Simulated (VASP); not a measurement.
Output of a VASP run:

OSZICAR:
```
       N       E                     dE             d eps       ncg     rms          rms(c)
DAV:   1     0.486537747347E+02    0.48654E+02   -0.33457E+03   464   0.824E+02
DAV:   2     0.145577810909E+01   -0.47198E+02   -0.47030E+02   520   0.142E+02
DAV:   3    -0.869939113652E+00   -0.23257E+01   -0.23255E+01   632   0.383E+01
DAV:   4    -0.927326696250E+00   -0.57388E-01   -0.57229E-01   768   0.496E+00
DAV:   5    -0.927841471169E+00   -0.51477E-03   -0.51473E-03   696   0.314E-01    0.125E+00
DAV:   6    -0.928338507072E+00   -0.49704E-03   -0.17711E-03   720   0.286E-01    0.755E-01
DAV:   7    -0.929237220123E+00   -0.89871E-03   -0.34045E-03   648   0.401E-01    0.456E-02
DAV:   8    -0.929348398212E+00   -0.11118E-03   -0.13521E-04   624   0.115E-01    0.135E-02
DAV:   9    -0.929355971743E+00   -0.75735E-05   -0.68952E-06   784   0.223E-02    0.421E-03
DAV:  10    -0.929355656851E+00    0.31489E-06   -0.22959E-06   584   0.991E-03
   1 F= -.10573797E+01 E0= -.10568906E+01  d E =-.105738E+01
       N       E                     dE             d eps       ncg     rms          rms(c)
DAV:   1    -0.930028199017E+00   -0.67223E-03   -0.18816E-02   480   0.103E+00    0.128E-01
DAV:   2    -0.929440378131E+00    0.58782E-03   -0.13973E-03   512   0.312E-01    0.634E-02
DAV:   3    -0.929251057625E+00    0.18932E-03   -0.99960E-04   720   0.199E-01    0.134E-02
DAV:   4    -0.929255332752E+00   -0.42751E-05   -0.15089E-05   568   0.377E-02    0.770E-03
DAV:   5    -0.929261954213E+00   -0.66215E-05   -0.28504E-06   656   0.203E-02    0.466E-03
DAV:   6    -0.929262800483E+00   -0.84627E-06   -0.53337E-07   384   0.718E-03
   2 F= -.10574708E+01 E0= -.10569803E+01  d E =-.911156E-04
       N       E                     dE             d eps       ncg     rms          rms(c)
DAV:   1    -0.935794262313E+00   -0.65323E-02   -0.17041E-01   464   0.310E+00    0.386E-01
DAV:   2    -0.930460035431E+00    0.53342E-02   -0.12708E-02   464   0.954E-01    0.191E-01
DAV:   3    -0.928762461374E+00    0.16976E-02   -0.90448E-03   696   0.597E-01    0.394E-02
DAV:   4    -0.928792324617E+00   -0.29863E-04   -0.14418E-04   544   0.119E-01    0.228E-02
DAV:   5    -0.928833748354E+00   -0.41424E-04   -0.23531E-05   800   0.574E-02    0.144E-02
DAV:   6    -0.928838420821E+00   -0.46725E-05   -0.59525E-06   744   0.242E-02    0.309E-03
DAV:   7    -0.928837661818E+00    0.75900E-06   -0.20429E-07   296   0.597E-03
   3 F= -.10575837E+01 E0= -.10570886E+01  d E =-.203998E-03
```

OUTCAR:
```
------------------------ aborting loop because EDIFF is reached ----------------------------------------
 Edisp (eV)   -0.12875
  FORCE on cell =-STRESS in cart. coord.  units (eV):
  Direction    XX          YY          ZZ          XY          YZ          ZX
  --------------------------------------------------------------------------------------
  Total       0.00122     0.00122     0.00122     0.00000     0.00000    -0.00000
  in kB       0.02204     0.02204     0.02204     0.00000     0.00000    -0.00000
  external pressure =        0.02 kB  Pullay stress =        0.00 kB
  volume of cell :       88.82
      direct lattice vectors                 reciprocal lattice vectors
    -2.810678276  2.810678276  2.810678276     0.000000000  0.177893003  0.177893003
     2.810678276 -2.810678276  2.810678276     0.177893003  0.000000000  0.177893003
     2.810678276  2.810678276 -2.810678276     0.177893003  0.177893003  0.000000000
 POSITION                                       TOTAL-FORCE (eV/Angst)
 -----------------------------------------------------------------------------------
      0.00000     -0.00000      0.00000        -0.000000      0.000000      0.000000
 -----------------------------------------------------------------------------------
    total drift:                               -0.000000     -0.000000      0.000000
  FREE ENERGIE OF THE ION-ELECTRON SYSTEM (eV)
  ---------------------------------------------------
  free  energy   TOTEN  =        -1.0575836748 eV

  energy  without entropy=       -1.0560985179  energy(sigma->0) =       -1.05708862

 reached required accuracy - stopping structural energy minimisation
```
(Selected blocks of OUTCAR.)

### POSCAR
```
Rb
1
   -2.8250000000     2.8250000000     2.8250000000
    2.8250000000    -2.8250000000     2.8250000000
    2.8250000000     2.8250000000    -2.8250000000
Rb
1
Direct
  0.0000000000   0.0000000000   0.0000000000
```

Question: Reconstruct the remaining input files.

Answer: This is not unique; one that fits is the input of the run itself, PBE GGA with D3 dispersion (zero damping), plane waves, VASP's PBE PAW potentials (set 64).

### INCAR
```
ALGO = Normal
EDIFF = 1E-6
EDIFFG = -0.01
ENCUT = 520
GGA = PE
IBRION = 2
ISIF = 3
ISMEAR = 1
IVDW = 11
LASPH = .True.
LCHARG = .False.
LMAXMIX = 4
LREAL = .False.
LWAVE = .False.
NELM = 100
NSW = 60
PREC = Accurate
SIGMA = 0.1
SYSTEM = Rb
```

File KPOINTS:
```
Automatic mesh
0
Gamma
8 8 8
0 0 0
```

POTCAR, in this order: Rb_sv (PBE.64 set). Program: vasp_std.

The compound is Rb in the bcc structure. This run relaxes it. Symmetry was kept, so distortions that lower it aren't found.
